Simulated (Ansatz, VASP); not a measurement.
## Cross-check of Ni (Ni(100)) between VASP and Ansatz

Wanted: the spread between two codes on one cell, functional and k mesh. The cell is taken from a series of runs on this material, whose earlier steps may have relaxed, scaled, displaced or heated it; both programs get it as it stands.

Main program and level: Ansatz 0.2.0; plane waves, with VASP 6.6.1 beside it; single point at r2SCAN.

### 1. Starting point

The cell holds 7 atoms: 7 Ni. Its edges and angles: a = 2.489 Å, b = 2.489 Å, c = 28.560 Å, α = 90.0°, β = 90.0°, γ = 90.0°. Vacuum lies along c.

### 2. Ansatz: single point, r2SCAN

Ansatz runs on its default PAW (the set named soft_2) files.

With cell and atoms fixed, the geometry can't cause a difference; cores, projectors, grids and the points listed under the comparison can.

input.yaml reads:

```yaml
crystal:
  lattice:
    - [2.4890158698, 0.0, 0.0]
    - [0.0, 2.4890158698, 0.0]
    - [0.0, 0.0, 28.56]
  atoms:
    - { symbol: Ni, position: [0.0, 0.0, 0.3151260504], spin: 0.7 }
    - { symbol: Ni, position: [0.5, 0.5, 0.3767507003], spin: 0.7 }
    - { symbol: Ni, position: [0.0, 0.0, 0.4383753501], spin: 0.7 }
    - { symbol: Ni, position: [0.5, 0.5, 0.5], spin: 0.7 }
    - { symbol: Ni, position: [0.0, 0.0, 0.5616246499], spin: 0.7 }
    - { symbol: Ni, position: [0.5, 0.5, 0.6232492997], spin: 0.7 }
    - { symbol: Ni, position: [0.0, 0.0, 0.6848739496], spin: 0.7 }
magnetization:
  spin_polarized: true
kpoints:
  mp_grid: { grid: [16, 16, 1] }
hamiltonian:
  xc: r2scan
scf:
  occupations: { method: fermi_dirac, width: 0.1 }
  convergence: { dr2_threshold: 1.0e-09 }
efield:
  axis: 3
  dipole_correction: true
  ramp_position: 0.97
  ramp_width: 0.06
output:
  write_potential: true
  write_density: true
  volumetric_format: npy
```

Started as:

```console
ansatz run input.yaml --threads 4 --pin off --max-ram 6144MiB --backend cpu --events-out ev --progress --plain --runs-dir out
```

Numbers of over 12 decimals in the logs are rounded to 6 here.

Output:

```text
Engine: ansatz 0.2.0, x86_64-unknown-linux-gnu
Pseudopotentials: kind: paw
Pseudopotential: Ni, paw, valence charge 18, recommended cutoff 500 eV (meta_gga), Ni.paw.azcp
Functional definition: r2SCAN
  parameter k0 = 0.174
  parameter k1 = 0.065
  parameter a1 = 4.9479
  exchange = r2scan_x(k0 = k0, k1 = k1, a1 = a1)
  correlation = r2scan_c
Crystal: 7 atoms, lattice volume = 176.935 Å³
Basis set: ecut = 500 eV, 4573 PW (Γ), exchange–correlation on 80×80×864 points (64 copies of the dense FFT grid, shifted against one another)
Bands: 79, of which v1, the nominal top of the filled ones, is band 63 counted from 1 (62 counted from 0)
Symmetry: 8 space group operations
k-points: 45 of 256
Non-local potential: Ni, projectors of the file, l = 0: 3, l = 1: 2, l = 2: 3, l = 3: 1
PAW form: soft (Blöchl's): semilocal exchange-correlation on the pseudo side does not see the compensation charge
PAW frozen core: Ni, regenerated for the run's functional (the file was generated under x = pbe(κ = 0.804, μ = 0.219515), c = pbe(β = 0.066725))
PAW one-centre angular grid: Ni, 590 points (default); XC on 160 Gauss nodes
Initial density: superposition of atomic densities (neutral atoms: chi_scale 0, normalization atom)
Starting moments: Σ|m| = 4.9 μB on 7 of 7 sites
Initial wavefunctions: pseudopotential atomic-orbital guess
Functional: x = r2scan, c = r2scan; τ floored in thin density (d = 2e-4 eV/Å³)
SCF iter   1: F=—  HF=-40907.314429 eV  |F-HF|=—  |Δ(HF+E_count)|=         —  Δρ=3.28e-2 (↑2.24e-2 ↓3.28e-2)  dr2=6.12e0  dr2_τ=3.87e-2  dr2_m=9.33e-1  M=5.594 μB ∫|m|=5.932 μB  β_m=1.00  ethr=3.10e-3  p=0.000 e·Å  D=4.58e-13 V/Å  ΔV_dip=-0.00 eV  dr2_dipole=2.82e-8  V_vac-E_F(+/−)=7.63/7.63 eV  ⟨swp⟩=9.5  Hψ=34531  notcnv=0  defer=174
Mixer restart at iter 1: flushing history
efield: sawtooth ramp at fractional position 0.9700 (set: `efield.ramp_position`, or a place that a band, a saddle search or an elastic batch's reference lends), width 0.0600; the density the first Hamiltonian is built on has a dipole p = 0.000 e·Å; the dipole correction subtracts the counter field D = 4.58e-13 V/Å, which shifts the + side's vacuum level by -0.00 eV against the − side's; the planar-averaged density in the ramp window peaks in size at 6.8e-7 e/Å³
preconditioner: auto → LDOS  [metal: Δε(μ)=0.002 eV  Ē_g=7.932 eV  σ=0.100 eV  W_gap=0.01  n_scr=42 (ndim 8)  ℏωp=23.4 eV  f_vac=0.522  D(μ)=12.78/eV (n_scr^D=144)]
spin=Collinear: LDOS preconditioning applied to the charge; magnetization (m = ρ↑ − ρ↓) channel mixes plain (no charge-response kernel on spin).
SCF iter   2: F=—  HF=-40908.795164 eV  |F-HF|=—  |Δ(HF+E_count)|=    1.48e0  Δρ=1.48e-2 (↑1.48e-2 ↓1.08e-2)  dr2=1.11e0  dr2_τ=5.86e-3  dr2_m=2.16e-2  M=5.498 μB ∫|m|=6.160 μB  β_m=1.00  ethr=3.10e-3  p=0.000 e·Å  D=4.46e-7 V/Å  ΔV_dip=-0.00 eV  dr2_dipole=1.01e-8  V_vac-E_F(+/−)=6.56/6.56 eV  ⟨swp⟩=3.2  Hψ=12336  notcnv=0  defer=333  κ⁻¹=1.0e0(r=1)
SCF iter   3: F=—  HF=-40911.707956 eV  |F-HF|=—  |Δ(HF+E_count)|=    2.91e0  Δρ=8.36e-3 (↑8.36e-3 ↓6.49e-3)  dr2=3.32e-1  dr2_τ=2.37e-3  dr2_m=9.20e-3  M=5.510 μB ∫|m|=6.367 μB  β_m=1.00  ethr=8.81e-4  p=0.000 e·Å  D=2.41e-6 V/Å  ΔV_dip=-0.00 eV  dr2_dipole=2.42e-9  V_vac-E_F(+/−)=6.04/6.04 eV  ⟨swp⟩=3.5  Hψ=11468  notcnv=0  defer=354  κ⁻¹=5.2e-2(r=2)
SCF iter   4: F=—  HF=-40914.230622 eV  |F-HF|=—  |Δ(HF+E_count)|=    2.52e0  Δρ=5.11e-3 (↑3.82e-3 ↓5.11e-3)  dr2=8.80e-2  dr2_τ=4.21e-4  dr2_m=1.29e-3  M=5.466 μB ∫|m|=6.552 μB  β_m=1.00  ethr=2.63e-4  p=0.000 e·Å  D=2.48e-6 V/Å  ΔV_dip=-0.00 eV  dr2_dipole=3.56e-9  V_vac-E_F(+/−)=5.39/5.39 eV  ⟨swp⟩=3.5  Hψ=14659  notcnv=0  defer=388  κ⁻¹=2.3e-3(r=3)
SCF iter   5: F=—  HF=-40914.829994 eV  |F-HF|=—  |Δ(HF+E_count)|=         —  Δρ=3.54e-3 (↑3.54e-3 ↓2.94e-3)  dr2=4.66e-2  dr2_τ=1.59e-4  dr2_m=1.06e-3  M=5.476 μB ∫|m|=6.641 μB  β_m=1.00  ethr=6.98e-5  p=0.000 e·Å  D=8.61e-7 V/Å  ΔV_dip=-0.00 eV  dr2_dipole=8.05e-12  V_vac-E_F(+/−)=5.23/5.23 eV  ⟨swp⟩=2.5  Hψ=14157  notcnv=0  defer=391  κ⁻¹=2.3e-3(r=3)
SCF iter   6: F=—  HF=-40914.987522 eV  |F-HF|=—  |Δ(HF+E_count)|=   1.58e-1  Δρ=2.83e-3 (↑1.80e-3 ↓2.83e-3)  dr2=2.38e-2  dr2_τ=1.03e-4  dr2_m=7.21e-4  M=5.426 μB ∫|m|=6.639 μB  β_m=1.00  ethr=3.70e-5  p=0.000 e·Å  D=8.84e-7 V/Å  ΔV_dip=-0.00 eV  dr2_dipole=6.07e-11  V_vac-E_F(+/−)=5.14/5.14 eV  ⟨swp⟩=2.1  Hψ=9458  notcnv=0  defer=391  κ⁻¹=1.4e-3(r=4)
SCF iter   7: F=—  HF=-40915.073198 eV  |F-HF|=—  |Δ(HF+E_count)|=   8.57e-2  Δρ=1.68e-3 (↑9.48e-4 ↓1.68e-3)  dr2=6.79e-3  dr2_τ=4.40e-5  dr2_m=7.55e-4  M=5.363 μB ∫|m|=6.618 μB  β_m=1.00  ethr=1.89e-5  p=0.000 e·Å  D=4.75e-7 V/Å  ΔV_dip=-0.00 eV  dr2_dipole=5.96e-11  V_vac-E_F(+/−)=5.03/5.03 eV  ⟨swp⟩=2.8  Hψ=15041  notcnv=0  defer=378  κ⁻¹=1.8e-4(r=5)
[...]
iter 26 met the thresholds in force, and the SCF goes on: an eigenvalue changes by 10.12 meV, over its tolerance of 1.15 meV (output.eigenvalues, Limitations)
SCF iter  26: F=-40915.081608 eV  HF=-40915.081608 eV  |F-HF|=1.94e-9  |Δ(HF+E_count)|=   1.00e-9  Δρ=1.98e-7 (↑7.45e-8 ↓1.98e-7)  dr2=2.07e-10  dr2_τ=3.11e-13  dr2_m=1.23e-11  M=5.349 μB ∫|m|=6.608 μB  β_m=1.00  ethr=1.00e-12  p=0.000 e·Å  D=1.21e-11 V/Å  ΔV_dip=-0.00 eV  dr2_dipole=6.34e-16  V_vac-E_F(+/−)=4.94/4.94 eV  ⟨swp⟩=3.4  Hψ=17847  notcnv=0  κ⁻¹=6.7e-5(r=8)
iter 27 met the thresholds in force, and the SCF goes on: an eigenvalue changes by 4.86 meV, over its tolerance of 1.05 meV (output.eigenvalues, Limitations)
SCF iter  27: F=-40915.081608 eV  HF=-40915.081608 eV  |F-HF|=6.55e-11  |Δ(HF+E_count)|=   1.54e-9  Δρ=1.96e-7 (↑4.29e-8 ↓1.96e-7)  dr2=1.16e-10  dr2_τ=1.74e-13  dr2_m=1.11e-11  M=5.349 μB ∫|m|=6.608 μB  β_m=1.00  ethr=1.00e-12  p=0.000 e·Å  D=7.88e-13 V/Å  ΔV_dip=-0.00 eV  dr2_dipole=2.61e-16  V_vac-E_F(+/−)=4.94/4.94 eV  ⟨swp⟩=4.0  Hψ=17292  notcnv=0
Mixer restart at iter 27: flushing history
SCF iter  28: F=-40915.081608 eV  HF=-40915.081608 eV  |F-HF|=1.03e-9  |Δ(HF+E_count)|=  1.38e-10  Δρ=3.35e-7 (↑6.68e-8 ↓3.35e-7)  dr2=9.02e-10  dr2_τ=4.87e-13  dr2_m=3.33e-11  M=5.349 μB ∫|m|=6.608 μB  ethr=1.00e-12  p=0.000 e·Å  D=5.32e-9 V/Å  ΔV_dip=-0.00 eV  dr2_dipole=1.63e-12  V_vac-E_F(+/−)=4.94/4.94 eV  ⟨swp⟩=4.5  Hψ=17689  notcnv=0
SCF 1 converged in 28 iterations: F = -40915.081608 eV  dr2 = 9.02e-10
  greatest PAW one-centre occupation: 1.002 electrons in one spin orbital (limit 2), on the Ni atom at site 0 (counted from 0), in its partial waves of l = 1
WARN: The output density's exchange-correlation potential varies sharply where the density is thin. Do not read a vacuum level from v_tot or v_xc, or from such a field of the output density. On a cell that repeats whose density bears no net charge and no dipole along the vacuum's axis use v_es (v_loc + v_h of the components); under efield.dipole_correction with no amplitude use v_es + v_field, which holds any externa [...]
this state was not tested for a lower state beside it, because the mixer in use, unlike msr1, does not test its closes by its own steps (another_mixer; see scf.mixing.algorithm and scf.lower_state_search)
SCF converged after 28 iterations
an eigenvalue changed by more than its tolerance at an iteration that met the thresholds in force, so the SCF went on 2 times, its first undamped step at iteration 27: the last check found none over its tolerance
Magnetization: 5.3488 μB (65.6744 up, 60.3256 down)
Absolute magnetization: 6.6163 μB (∫|ρ↑−ρ↓|, with the PAW one-centre terms)
Spin contamination: 0.1804 ħ² per cell (⟨S²⟩ above its minimum at these occupations)
Per-site moments (μB) at R_I (Å): [(0.882084, 1.026719), (0.826531, 1.026719), (0.819888, 1.026719), (0.810209, 1.026719), (0.819888, 1.026719), (0.826531, 1.026719), (0.882084, 1.026719)]
Free energy (F): -40915.081608 eV
Harris-Foulkes:  -40915.081608 eV  (|F-HF|=1.03e-9)
Internal energy: -40914.777172 eV  (E = F + TS)
E sigma→0 (E₀):  -40914.929390 eV
Entropy (-TS):   -0.304436 eV (-43.491 meV/atom)
Fermi energy:    5.030180 eV
Dipole field:    D = -0.000002 V/Å  (p = -0.000002 e·Å, saw-weighted, corrected)
Work function:   Φ+ = 4.9431 eV   Φ− = 4.9430 eV
Levels:          The Fermi level and band energies are counted from a zero that moves with the ramp; work functions are not
--- Per-component energies (eV) ---
  E_band       = -3803.956782
  E_kinetic    = 1967.682301
  E_local      = -385027.035993  (includes V_loc(G=0)·N_el)
  E_nonlocal   = 4491.873894
  E_hartree    = 189725.371634
  E_xc         = -545.647726
  E_vxc        = -810.201498  (∫ρ·V_xc dr)
  E_paw        = -11516.880595  (= ΣΔE_a)
  E_vpaw       = -3937.274317  (= ΣTr[D̂ρ^β])
  E_aug_tail   = 0.001592  (compensation charges beyond the density's cutoff)
  E_vtau       = 60.242318  (kinetic-family band-sum trace: ∫τ·v_τ [+ j·A + Jᵃ·Aᵃ] dr)
  E_efield     = 0.000000  (sawtooth field / dipole correction)
  E_vefield    = 0.000000  (∫n·V_field dr)
  E_ewald      = 159991.958201
  E_core_change = -2.100480  (= ΣΔE_core)
  E_smearing   = -0.304436  (= −TS)
  E_closure    = 0.000000  (closes the sum)
  Σ components = -40915.081608   (vs F -40915.081608, Δ=0.00e0)
--- Band table (eV; the first three rows and the last of 90) ---
  k-point 0 ↑: bands = [... 59 lower, 3.6145, 3.7805, 3.7982, 3.7982, 3.9246, 3.9655, 3.9655, 4.0206, ... 12 higher]
  k-point 1 ↑: bands = [... 59 lower, 3.6136, 3.7452, 3.7691, 3.7809, 3.8011, 3.9265, 3.9523, 4.0273, ... 12 higher]
  k-point 2 ↑: bands = [... 59 lower, 3.5096, 3.5482, 3.7048, 3.7785, 3.9026, 3.9217, 3.9995, 4.0155, ... 12 higher]
  k-point 44 ↓: bands = [... 59 lower, 5.6409, 5.6416, 5.7594, 5.7595, 7.7932, 7.7932, 9.2015, 9.2015, ... 12 higher]
```

Reading the cycles: dr2 is the Hartree energy of the density residual (eV), the measure of convergence; HF is the Harris–Foulkes estimate of the energy, which meets the free energy F at convergence.

(Part 1 of 2 ends here.)

[Lines on the potential files, build, host, timing and source positions are cut from VASP's logs without a mark.]

[Logs are printed without paths, hosts, clocks, repeated set-up lines and the standing remarks that a program may print on its own settings, such as how far it seeks lower states.]

[Hosts, paths, dates, database ids (printed as entryN), source tags and the programs' standing remarks are cut or masked in the printed files.]
